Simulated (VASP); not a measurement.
# CS2: relaxation of the atoms with PBE+D3(BJ)

CS2:

```
S C
1.0
     9.28318    0.00000    0.00000
     0.00000    9.28318    0.00000
     0.00000    0.00000    9.28318
S C
16 8
Direct
  0.15869 0.09593 0.94732
  0.31959 0.97537 0.67770
  0.70336 0.85710 0.92501
  0.96032 0.66117 0.01827
  0.56000 0.95245 0.36073
  0.45000 0.70745 0.15827
  0.80418 0.87513 0.60520
  0.93769 0.92809 0.30108
  0.53445 0.21398 0.84002
  0.28690 0.42448 0.92678
  0.02419 0.45655 0.29001
  0.86436 0.50526 0.58190
  0.33148 0.40996 0.54763
  0.54175 0.63748 0.67857
  0.86193 0.20339 0.07376
  0.87957 0.17525 0.73907
  0.23914 0.03565 0.81251
  0.83184 0.75913 0.97164
  0.50500 0.82995 0.25950
  0.87093 0.90161 0.45314
  0.41067 0.31923 0.88340
  0.94428 0.48091 0.43595
  0.43661 0.52372 0.61310
  0.87075 0.18932 0.90642
```

The cell was built by a generator and needn't be a form met in nature.

```yaml
Program: VASP 6.6.1
Task: relaxation of the atoms
Functional: PBE
Dispersion: D3(BJ)
Potentials_or_basis: VASP PAW PBE potentials, release 64 (S, C)
Cutoff: 520 eV
k_mesh: 1 × 1 × 1
Occupations: fermi-dirac, width 0.05 eV
Spin: no spin polarisation
Dipole_correction: no
Further_INCAR_settings: LREAL = Auto; ALGO = Normal; EDIFF = 1e-06; IBRION = 2; EDIFFG = -0.3; NSW = 35
```

| Quantity | Value |
| --- | --- |
| Energy gained by relaxing | 38.0 meV/atom |
| Ionic steps | 21 |
| Pressure after relaxing | 0.2 GPa |
| Largest force after relaxing | 0.203 eV/Å |
| Band gap on the k mesh | 2.77 eV, direct |
| Dispersion energy per atom | -0.121 eV |

Forces in eV/Å, atoms in the order of the input:
```
S   -0.028 -0.081  0.185
S    0.028 -0.045 -0.163
S    0.004  0.045  0.035
S    0.025 -0.059 -0.031
S   -0.041  0.060 -0.056
S   -0.076 -0.002  0.121
S    0.019  0.109 -0.060
S    0.031 -0.022  0.033
S   -0.142  0.046 -0.100
S   -0.080 -0.033  0.063
S   -0.050 -0.054 -0.045
S    0.054 -0.033 -0.073
S    0.021 -0.013  0.030
S   -0.055  0.017 -0.021
S    0.169  0.056  0.053
S    0.165 -0.039  0.098
C   -0.116 -0.039  0.033
C   -0.010  0.041 -0.085
C   -0.028 -0.011  0.027
C    0.066  0.064 -0.015
C   -0.098 -0.025  0.027
C    0.020 -0.024 -0.063
C    0.025  0.026 -0.042
C    0.097  0.015  0.048
```

Stress tensor (GPa, compression positive):
```
 0.25  0.01  0.06
 0.01  0.11 -0.04
 0.06 -0.04  0.18
```

The path:
```
step  energy change (eV)  largest force (eV/Å)  pressure (GPa)
   1              0.0000                1.2396            0.31
   2              0.0294                3.3291            1.87
   3             -0.0640                1.2656            1.00
   4             -0.1362                0.9066            1.51
   5             -0.1385                1.1441            1.63
   6             -0.2043                1.0257            1.52
   7             -0.3733                0.7517            1.18
   8             -0.5850                0.6750            0.45
   9             -0.4640                2.6463           -1.14
  10             -0.6296                1.1920           -0.05
  11             -0.6738                1.6581            0.15
  12             -0.6872                0.9935            0.08
  13             -0.7582                0.8940            0.46
  14             -0.7625                1.2310            0.58
  15             -0.8217                0.7773            0.45
  16             -0.8393                1.1725            0.32
  17             -0.8704                0.6471            0.19
  18             -0.8829                0.7276            0.05
  19             -0.8917                0.5969            0.07
  20             -0.9033                0.4134            0.13
  21             -0.9118                0.2033            0.18
```

Final structure:
```cif
data_structure
_symmetry_space_group_name_H-M 'P 1'
_symmetry_Int_Tables_number 1
_cell_length_a 9.2832
_cell_length_b 9.2832
_cell_length_c 9.2832
_cell_angle_alpha 90.000
_cell_angle_beta 90.000
_cell_angle_gamma 90.000
_cell_volume 800.00
loop_
_atom_site_label
_atom_site_type_symbol
_atom_site_fract_x
_atom_site_fract_y
_atom_site_fract_z
_atom_site_occupancy
S1 S 0.20317 0.03363 0.97062 1
S2 S 0.29611 0.96356 0.65704 1
S3 S 0.69760 0.86069 0.94891 1
S4 S 0.96354 0.66298 0.99631 1
S5 S 0.52880 0.96721 0.34429 1
S6 S 0.44180 0.69577 0.16787 1
S7 S 0.81159 0.86791 0.59335 1
S8 S 0.97142 0.92879 0.30516 1
S9 S 0.53208 0.23536 0.85142 1
S10 S 0.28964 0.44421 0.94912 1
S11 S 0.04029 0.44177 0.29886 1
S12 S 0.86572 0.50727 0.57760 1
S13 S 0.32751 0.41579 0.52292 1
S14 S 0.52966 0.63544 0.67488 1
S15 S 0.82016 0.22091 0.06849 1
S16 S 0.89563 0.19869 0.74285 1
C1 C 0.25001 0.99806 0.81411 1
C2 C 0.83063 0.76180 0.97276 1
C3 C 0.48428 0.83141 0.25678 1
C4 C 0.89184 0.89746 0.44929 1
C5 C 0.41185 0.33953 0.90168 1
C6 C 0.95366 0.47538 0.43877 1
C7 C 0.42971 0.52512 0.59775 1
C8 C 0.86095 0.20984 0.90615 1
```

Levels at points of the mesh, in eV from the valence-band top:
```
           k point  band 60  band 61  band 62  band 63  band 64  band 65  band 66  band 67  band 68  band 69
(0.00, 0.00, 0.00)    -0.49    -0.42    -0.36    -0.20     0.00     2.77     2.94     3.05     3.09     3.11
```

Run time: 22 min on 1 thread of Intel(R) Xeon(R) Platinum 8488C (Sapphire Rapids), with other jobs on the host, peak memory 0.73 GiB.

Caveat: the relaxation stopped at a loose force limit of 0.3 eV/Å, so its end isn't a converged minimum.
